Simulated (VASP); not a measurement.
**Na2YCuCl6: single point with PBEsol**

Na2YCuCl6:

```
CELL_PARAMETERS angstrom
0.00000 5.12362 5.12362
5.12362 0.00000 5.12362
5.12362 5.12362 0.00000
ATOMIC_POSITIONS crystal
Na 0.75000 0.75000 0.75000
Na 0.25000 0.25000 0.25000
Y 0.00000 0.00000 0.00000
Cu 0.50000 0.50000 0.50000
Cl 0.74439 0.25561 0.25561
Cl 0.25561 0.25561 0.74439
Cl 0.25561 0.74439 0.74439
Cl 0.25561 0.74439 0.25561
Cl 0.74439 0.25561 0.74439
Cl 0.74439 0.74439 0.25561
```

The cell comes from a database or a generator and needn't be the stable form of this composition.

```json
{
  "Program": "VASP 6.6.1",
  "Task": "single point",
  "Functional": "PBEsol",
  "Potentials or basis": "VASP PAW PBE potentials, release 64 (Na_pv, Y_sv, Cu, Cl)",
  "Cutoff": "520 eV",
  "k mesh": "3 × 3 × 3",
  "Occupations": "gaussian, width 0.01 eV",
  "Spin": "no spin polarisation",
  "Dipole correction": "no",
  "Further INCAR settings": "ALGO = Fast; EDIFF = 1e-07; NBANDS = 50"
}
```

The pressure is -1.8 GPa, the largest force is 0.010 eV/Å and the band gap on the k mesh is 1.62 eV, indirect (least direct gap 1.82 eV).

Forces in eV/Å, atoms in the order of the input:
```
Na   0.000  0.000  0.000
Na   0.000  0.000  0.000
Y    0.000  0.000  0.000
Cu   0.000  0.000  0.000
Cl  -0.010  0.000  0.000
Cl   0.000  0.000 -0.010
Cl   0.010  0.000  0.000
Cl   0.000 -0.010  0.000
Cl   0.000  0.010  0.000
Cl   0.000  0.000  0.010
```

Levels at points of the mesh, in eV from the valence-band top:
| k point | band 35 | band 36 | band 37 | band 38 | band 39 | band 40 | band 41 | band 42 | band 43 | band 44 |
| --- | --- | --- | --- | --- | --- | --- | --- | --- | --- | --- |
| (0.00, 0.00, 0.00) | -0.73 | -0.73 | -0.73 | -0.21 | -0.21 | 1.62 | 2.65 | 2.72 | 2.72 | 2.72 |

Run time: 3 min on 1 thread of Intel(R) Xeon(R) 6975P-C (Granite Rapids) (shared host), peak memory 0.44 GiB.

Caveat: the PAW data sets were made with another functional, which shifts forces and pressure a little; an odd mesh through Γ misses points on the zone boundary, where band edges often lie.
